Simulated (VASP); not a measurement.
## TePt: structure and properties in VASP

How well does PBEsol reproduce what experiment finds for TePt? The cell is relaxed first, and properties follow on it. The steps: relaxing cell and atoms (PBEsol), single point with fields (PBEsol), band structure (PBEsol), density of states (PBEsol), volume scan with PBEsol, fit for PBEsol and vibrations at Γ (PBEsol). The start is a cell from a database of measured crystal structures.

Method: PBEsol; plane waves and PAW (Te, Pt), in VASP 6.6.1.

The experiments to compare with:

For PtTe, ZrCl-type rhombohedral (flux-grown crystal, 200 K), “Electronic and topological properties of the van der Waals layered superconductor PtTe” (2022, arxiv:2203.06655) gives, by single crystal x-ray diffraction: lattice constant a (a, hexagonal setting) 3.9612 ± 0.0004 Å; lattice constant c (c, hexagonal setting) 19.815 ± 0.002 Å.

The database entry behind the starting cell differs from later determinations by our own check (c about 0.8 % long), so it need not match the best structure at ambient conditions.

## 1. The structure

Before any relaxation, the start is as follows. Symmetry: R-3m, No. 166, trigonal system. Conventional cell: a = 3.963 Å, b = 3.963 Å, c = 19.980 Å, α = 90.00°, β = 90.00°, γ = 120.00°. Nearest to Te lie 3 Pt at 2.60 Å. Pt has 3 Te at 2.60 Å and 3 Pt at 2.72 Å nearest. Farther neighbours and most contacts between anions are not listed.

## 2. Relaxing cell and atoms (PBEsol)

Properties are meant for the cell that this level of theory prefers, so cell and atoms are relaxed first (ISIF = 3) until forces and stress are small; EDIFFG sets the threshold. PBEsol restores the gradient expansion of exchange and is tuned for the cells of solids.

Contents of INCAR:

```
SYSTEM = TePt
PREC = Accurate
ENCUT = 400
EDIFF = 1E-06
NELM = 100
ISMEAR = 0
SIGMA = 0.05
LREAL = .FALSE.
ALGO = Normal
GGA = PS
NBANDS = 22
LASPH = .TRUE.
LORBIT = 11
LWAVE = .FALSE.
LCHARG = .FALSE.
KPAR = 4
IBRION = 2
NSW = 60
ISIF = 3
EDIFFG = -0.01
```

Contents of POSCAR:

```
TePt
1.0
   -3.9630000000      0.0000000000      0.0000000000
    1.9815000000     -3.4320586752      0.0000000000
    1.9815000000      1.1440195584      6.6600000000
Te Pt
2 2
Direct
    0.1960000000      0.0980000000      0.2940000000
    0.8040000000      0.9020000000      0.7060000000
    0.7400000000      0.3700000000      0.1100000000
    0.2600000000      0.6300000000      0.8900000000
```

Contents of KPOINTS:

```
Automatic mesh
0
Gamma
7 7 7
0 0 0
```

PAW data sets: Te and Pt (PBE family, release 64).

Launch:

```
$ mpirun -np 4 vasp_std
```

What it wrote:

```text
[banner, memory and clock lines left out]
running    4 mpi-ranks, on    1 nodes
 distrk:  each k-point on    1 cores,    4 groups
 distr:  one band on    1 cores,    1 groups

 POSCAR found type information on POSCAR TePt
 POSCAR found :  2 types and       4 ions
|                                                                             |
|               ----> ADVICE to this user running VASP <----                  |
|                                                                             |
|     You enforced a specific xc type in the INCAR file but a different       |
|     [... a line on the potential file left out ...]
|     I HOPE YOU KNOW WHAT YOU ARE DOING!                                     |
|                                                                             |

 LDA part: xc-table for (Slater+PW92), standard interpolation
 POSCAR, INCAR and KPOINTS ok, starting setup
 FFT: planning ... GRIDC
 FFT: planning ... GRID_SOFT
 FFT: planning ... GRID
 WAVECAR not read
 entering main loop
       N       E                     dE             d eps       ncg     rms          rms(c)
DAV:   1     0.140196689484E+03    0.14020E+03   -0.12203E+04  1936   0.104E+03
DAV:   2    -0.167906611928E+02   -0.15699E+03   -0.14688E+03  2318   0.214E+02
DAV:   3    -0.230342909766E+02   -0.62436E+01   -0.61398E+01  2370   0.427E+01
DAV:   4    -0.231238382281E+02   -0.89547E-01   -0.89495E-01  2346   0.576E+00
DAV:   5    -0.231253563284E+02   -0.15181E-02   -0.15180E-02  2412   0.693E-01    0.164E+01
DAV:   6    -0.225280415957E+02    0.59731E+00   -0.19889E+00  2110   0.116E+01    0.928E+00
DAV:   7    -0.224072312498E+02    0.12081E+00   -0.40575E-01  2002   0.563E+00    0.317E+00
DAV:   8    -0.223622859414E+02    0.44945E-01   -0.13238E-01  2104   0.308E+00    0.115E+00
DAV:   9    -0.223617453720E+02    0.54057E-03   -0.13263E-02  2264   0.710E-01    0.455E-01
DAV:  10    -0.223611660997E+02    0.57927E-03   -0.33172E-03  2200   0.397E-01    0.102E-01
DAV:  11    -0.223611296065E+02    0.36493E-04   -0.18103E-04  2252   0.818E-02    0.478E-02
DAV:  12    -0.223611295988E+02    0.77239E-08   -0.17241E-05  2296   0.290E-02    0.377E-02
DAV:  13    -0.223611285266E+02    0.10722E-05   -0.24030E-06  1686   0.122E-02    0.132E-02
DAV:  14    -0.223611280889E+02    0.43772E-06   -0.12604E-06  1166   0.724E-03
   1 F= -.22361128E+02 E0= -.22359763E+02  d E =-.223611E+02
 curvature:   0.00 expect dE= 0.000E+00 dE for cont linesearch  0.000E+00
 trial: gam= 0.00000 g(F)=  0.426E-03 g(S)=  0.320E-02 ort = 0.000E+00 (trialstep = 0.100E+01)
 search vector abs. value=  0.362E-02
 bond charge predicted
       N       E                     dE             d eps       ncg     rms          rms(c)
DAV:   1    -0.223914100650E+02   -0.30282E-01   -0.59929E-01  2014   0.588E+00    0.114E+00
DAV:   2    -0.223654713215E+02    0.25939E-01   -0.11912E-01  2026   0.312E+00    0.592E-01
DAV:   3    -0.223614345183E+02    0.40368E-02   -0.87946E-03  1978   0.848E-01    0.250E-01
DAV:   4    -0.223608965616E+02    0.53796E-03   -0.22872E-03  2206   0.218E-01    0.108E-01
DAV:   5    -0.223607815361E+02    0.11503E-03   -0.39311E-04  2112   0.132E-01    0.966E-02
DAV:   6    -0.223607968112E+02   -0.15275E-04   -0.10265E-04  2154   0.557E-02    0.456E-02
DAV:   7    -0.223607913869E+02    0.54243E-05   -0.13579E-05  2038   0.289E-02    0.327E-02
DAV:   8    -0.223607917717E+02   -0.38480E-06   -0.17156E-06  1430   0.843E-03
   2 F= -.22360792E+02 E0= -.22359464E+02  d E =0.336317E-03
[... from here on, the cycles between the ionic steps are left out ...]
   3 F= -.22361978E+02 E0= -.22360629E+02  d E =-.849425E-03
   4 F= -.22362614E+02 E0= -.22361258E+02  d E =-.636423E-03
   5 F= -.22362761E+02 E0= -.22361409E+02  d E =-.783318E-03
   6 F= -.22362976E+02 E0= -.22361639E+02  d E =-.214915E-03
   7 F= -.22363060E+02 E0= -.22361741E+02  d E =-.298691E-03
   8 F= -.22363151E+02 E0= -.22361844E+02  d E =-.916323E-04
   9 F= -.22363183E+02 E0= -.22361891E+02  d E =-.123624E-03
  10 F= -.22363185E+02 E0= -.22361891E+02  d E =-.125027E-03
  11 F= -.22363177E+02 E0= -.22361877E+02  d E =-.117966E-03
  12 F= -.22363184E+02 E0= -.22361888E+02  d E =-.124176E-03
  13 F= -.22363184E+02 E0= -.22361890E+02  d E =-.124700E-03
  14 F= -.22363194E+02 E0= -.22361899E+02  d E =-.954587E-05
 trial-energy change:   -0.000010  1 .order   -0.000010   -0.000012   -0.000008
 step:   0.8515(harm=  0.8515)  dis= 0.00074  next Energy=   -22.363202 (dE=-0.179E-04)
 bond charge predicted
       N       E                     dE             d eps       ncg     rms          rms(c)
DAV:   1    -0.223632195737E+02   -0.25170E-04   -0.30632E-03  1936   0.297E-01    0.292E-02
DAV:   2    -0.223632057080E+02    0.13866E-04   -0.11253E-04  2044   0.889E-02    0.218E-02
DAV:   3    -0.223632032768E+02    0.24312E-05   -0.68064E-06  2176   0.227E-02    0.759E-03
DAV:   4    -0.223632027641E+02    0.51274E-06   -0.23059E-06  1778   0.718E-03
  15 F= -.22363203E+02 E0= -.22361907E+02  d E =-.185421E-04
 curvature:  -0.43 expect dE=-0.400E-05 dE for cont linesearch -0.898E-06
 trial: gam=-0.00788 g(F)=  0.659E-05 g(S)=  0.266E-05 ort = 0.943E-05 (trialstep = 0.403E+00)
 search vector abs. value=  0.911E-05
 reached required accuracy - stopping structural energy minimisation
```

It took 85 s on 4 MPI ranks of Intel Xeon 6975P-C (Granite Rapids), shared host; peak memory 0.93 GiB; 4.6 min of CPU time.

Lines that name or quote the potential files are left out of all logs, and their timing lines are given in words.

Parts of OUTCAR (step 2):

```text
ion  position               nearest neighbor table
   1  0.196  0.098  0.294-   3 2.60   3 2.60   3 2.60   4 3.53   4 3.53   4 3.53   2 3.57   2 3.57
                             2 3.57
   2  0.804  0.902  0.706-   4 2.60   4 2.60   4 2.60   3 3.53   3 3.53   3 3.53   1 3.57   1 3.57
                             1 3.57
   3  0.740  0.370  0.110-   1 2.60   1 2.60   1 2.60   4 2.72   4 2.72   4 2.72   2 3.53   2 3.53
                             2 3.53
   4  0.260  0.630  0.890-   2 2.60   2 2.60   2 2.60   3 2.72   3 2.72   3 2.72   1 3.53   1 3.53
                             1 3.53

  LATTYP: Found a trigonal (rhomboedric) cell.
 ALAT       =     7.0420680911
 COS(alpha) =     0.8416501308

 Subroutine GETGRP returns: Found 12 space group operations
 (whereof 12 operations were pure point group operations)

The static configuration has the point symmetry D_3d.

 Found     44 irreducible k-points:

   k-points           NKPTS =     44   k-points in BZ     NKDIM =     44   number of bands    NBANDS=     22

   dimension x,y,z NGX =    28 NGY =   28 NGZ =   48
   dimension x,y,z NGXF=    56 NGYF=   56 NGZF=   96

   ENCUT  =  400.0 eV  29.40 Ry    5.42 a.u.   6.46  6.46 11.48*2*pi/ulx,y,z

   NELECT =      32.0000    total number of electrons

 k-points in reciprocal lattice and weights: Automatic mesh
   0.00000000  0.00000000  0.00000000       0.003
   0.14285714 -0.00000000  0.00000000       0.017
   0.28571429 -0.00000000 -0.00000000       0.017
   0.42857143 -0.00000000  0.00000000       0.017
   0.00000000  0.14285714  0.00000000       0.017
   0.14285714  0.14285714  0.00000000       0.035
   0.28571429  0.14285714 -0.00000000       0.035
   0.42857143  0.14285714  0.00000000       0.017
   0.00000000  0.28571429  0.00000000       0.017
[...]
0.00000000  0.00000000  0.42857143       0.006
   0.14285714 -0.00000000  0.42857143       0.017

 average (electrostatic) potential at core
       1 -86.3654       2 -86.3654       3 -65.4194       4 -65.4194

 E-fermi :   8.3697

 k-point     1 :       0.0000    0.0000    0.0000
  band No.  band energies     occupation
    ...
      9       5.3684      2.00000
     10       5.3684      2.00000
     11       6.4738      2.00000
     12       6.4738      2.00000
     13       6.6943      2.00000
     14       9.0647      0.00000
     15       9.0647      0.00000
     16       9.3093      0.00000
     17       9.6506      0.00000
     18      11.3018      0.00000
    ...

 k-point     2 :       0.1429   -0.0000    0.0000
  band No.  band energies     occupation
    ...
     10       5.0302      2.00000
     11       6.4417      2.00000
     12       6.4799      2.00000
     13       6.7500      2.00000
     14       7.2807      2.00000
     15       9.3088      0.00000
     16       9.8087      0.00000
     17      10.1824      0.00000
     18      10.3446      0.00000
     19      10.7332      0.00000
    ...

 k-point     3 :       0.2857   -0.0000   -0.0000
  band No.  band energies     occupation
    ...
     11       5.6026      2.00000
     12       6.2162      2.00000
     13       6.3922      2.00000
     14       6.5847      2.00000
     15       8.0740      2.00000
     16       8.4435      0.03662
     17       9.6803      0.00000
     18      10.3079      0.00000
     19      11.5606      0.00000
     20      12.7581      0.00000
    ...

  Total        0.0102123      0.0102123     -0.0034425      0.0000000     -0.0000000      0.0000000
  in kB        0.1823279      0.1823279     -0.0614616      0.0000000     -0.0000000      0.0000000
  external PRESSURE =       0.1010648 kB  Pullay stress =       0.0000000 kB

  energy-cutoff  :      400.00
  volume of cell :       89.74
      direct lattice vectors                 reciprocal lattice vectors
    -3.954394167  0.000000000  0.000000000    -0.252883238 -0.146002205  0.100605101
     1.977197084 -3.424605805 -0.000000000     0.000000000 -0.292004411  0.050302550
     1.977197084  1.141535268  6.626569240     0.000000000 -0.000000000  0.150907651

 POSITION                                       TOTAL-FORCE (eV/Angst)
 -----------------------------------------------------------------------------------
      0.00000      0.00000      1.96286         0.000000     -0.000000      0.007330
      0.00000     -2.28307      4.66371         0.000000      0.000000     -0.007330
     -1.97720     -1.14154      0.72968        -0.000000      0.000000     -0.003824
      1.97720     -1.14154      5.89689         0.000000     -0.000000      0.003824
 -----------------------------------------------------------------------------------
    total drift:                               -0.000000     -0.000000     -0.000000

  FREE ENERGIE OF THE ION-ELECTRON SYSTEM (eV)
  ---------------------------------------------------
  free  energy   TOTEN  =       -22.3632027641 eV

  energy  without entropy=      -22.3606107327  energy(sigma->0) =      -22.36190675

 reached required accuracy - stopping structural energy minimisation

 total charge
# of ion       s       p       d       tot
------------------------------------------
    1        1.392   1.846   0.091   3.328
    2        1.392   1.846   0.091   3.328
    3        0.685   0.595   8.138   9.418
    4        0.685   0.595   8.138   9.418
--------------------------------------------------
tot          4.153   4.882  16.457  25.492

[... 3 further parts left out ...]
```

CONTCAR:

```
TePt
   1.00000000000000
    -3.9543941672373557    0.0000000000000000    0.0000000000000000
     1.9771970836186779   -3.4246058054068147   -0.0000000000000000
     1.9771970836186779    1.1415352684689379    6.6265692396837030
  Te              Pt
     2     2
Direct
     0.1974739032450652    0.0987369516225326    0.2962108548675979
     0.8025260967549348    0.9012630483774675    0.7037891451324022
     0.7400761123869013    0.3700380561934471    0.1101141685803483
     0.2599238876130988    0.6299619438065531    0.8898858314196518
```

The k-mesh is coarse for a metal. The bonds form layers, held to each other by dispersion, which PBEsol lacks, so the spacing between them is unreliable. The PAW data sets were made with PBE, which is usual practice but a small mismatch for other functionals. The run keeps the 12 symmetry operations of its start, so it cannot find a distortion of lower symmetry.

Step by step:

| step | energy less that of the first step (eV) | largest force (eV/Å) | pressure (GPa) | volume (Å³) |
| --- | --- | --- | --- | --- |
| 1 | 0.0000 | 0.0497 | -0.52 | 90.58 |
| 2 | 0.0003 | 0.1443 | 0.82 | 89.62 |
| 3 | -0.0008 | 0.0898 | 0.09 | 90.14 |
| 4 | -0.0015 | 0.0499 | 0.05 | 90.04 |
| 5 | -0.0016 | 0.0452 | 0.01 | 89.97 |
| 6 | -0.0018 | 0.0276 | -0.09 | 89.97 |
| 7 | -0.0019 | 0.0056 | -0.21 | 89.96 |
| 8 | -0.0020 | 0.0049 | -0.13 | 89.87 |
| 9 | -0.0021 | 0.0171 | -0.01 | 89.76 |
| 10 | -0.0021 | 0.0147 | 0.00 | 89.77 |
| 11 | -0.0020 | 0.0111 | -0.06 | 89.82 |
| 12 | -0.0021 | 0.0134 | -0.05 | 89.79 |
| 13 | -0.0021 | 0.0165 | -0.03 | 89.78 |
| 14 | -0.0021 | 0.0106 | -0.01 | 89.76 |
| 15 | -0.0021 | 0.0073 | 0.01 | 89.74 |

| conventional cell, symmetrised | before | after | change |
| --- | --- | --- | --- |
| a (Å) | 3.963 | 3.954 | -0.2 % |
| b (Å) | 3.963 | 3.954 | -0.2 % |
| c (Å) | 19.980 | 19.880 | -0.5 % |
| volume (Å³/atom) | 22.65 | 22.43 | -0.9 % |

The atoms that moved most (Å, as changes of fractional coordinates times the final cell):

| atom | dx | dy | dz | length |
| --- | --- | --- | --- | --- |
| Te1 | 0.000 | 0.000 | 0.015 | 0.015 |
| Te2 | 0.000 | 0.000 | -0.015 | 0.015 |

Final coordinates:

```cif
data_structure
_symmetry_space_group_name_H-M 'P 1'
_symmetry_Int_Tables_number 1
_cell_length_a 3.9544
_cell_length_b 3.9544
_cell_length_c 7.0088
_cell_angle_alpha 90.000
_cell_angle_beta 106.386
_cell_angle_gamma 120.000
_cell_volume 89.74
loop_
_atom_site_label
_atom_site_type_symbol
_atom_site_fract_x
_atom_site_fract_y
_atom_site_fract_z
_atom_site_occupancy
Te1 Te 0.19747 0.09874 0.29621 1
Te2 Te 0.80253 0.90126 0.70379 1
Pt3 Pt 0.74008 0.37004 0.11011 1
Pt4 Pt 0.25992 0.62996 0.88989 1
```

Numbers from this step:

```yaml
electrons: 32
bands: 22
irreducible_k_points: 44
symmetry_operations: 12
free_energy_toten: -22.36 eV
energy_at_zero_smearing: -22.36 eV
fermi_energy: 8.370 eV
pressure: 0.01011 GPa
metallic: yes
scf_cycles_over_all_ionic_steps: 83
```

It ends with a largest force of 0.007 eV/Å and a pressure of 0.01 GPa. The volume lies -0.9 % from that of the database's start, which holds the thermal and zero-point expansion of its experiment.

[end of part 1 of 6]

[Lines on the potential files, build, host, timing and source positions are cut from VASP's logs without a mark.]

[Logs are printed without paths, hosts, clocks, repeated set-up lines and the standing remarks that a program may print on its own settings, such as how far it seeks lower states.]

[Hosts, paths, dates, database ids (printed as entryN), source tags and the programs' standing remarks are cut or masked in the printed files.]

[A measured line is paired with the nearest computed mode of its activity, which favours agreement.]
